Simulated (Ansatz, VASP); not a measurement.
# Two plane-wave programs on Al3Pd

```
CELL_PARAMETERS angstrom
3.89357 0.00000 0.00000
0.00000 3.89357 0.00000
0.00000 0.00000 3.89357
ATOMIC_POSITIONS crystal
Pd 0.00000 0.00000 0.00000
Al 0.50000 0.50000 0.00000
Al 0.50000 0.00000 0.50000
Al 0.00000 0.50000 0.50000
```

Change from the starting cell: volume scaled by 0.96.

Alike in both runs: task single point; functional PBEsol; k mesh 7 × 7 × 7; occupations fermi-dirac, width 0.05 eV; no spin polarisation.

```csv
,VASP,Ansatz
version,VASP 6.6.1,Ansatz 0.2.0
potentials or method,"VASP PAW PBE potentials, release 64 (Pd, Al)",Ansatz PAW
plane-wave cutoff (eV),520,420
valence electrons in the cell,19,27
```

|  | VASP | Ansatz | Ansatz less VASP |
| --- | --- | --- | --- |
| gap on the k mesh at the Fermi level (eV) | none | none | - |
| pressure (GPa) | 3.1 | 3.0 | -0.07 |

A gap of «none» marks a metal or a gap that the smearing closes. The two sets of potentials don't hold the same shells in valence.

Caveats: the PAW data sets were made with another functional, which shifts forces and pressure a little (VASP); the PAW data sets come from PBE, with cores solved anew for the run's functional, which leaves a small shift of forces and pressure (Ansatz).
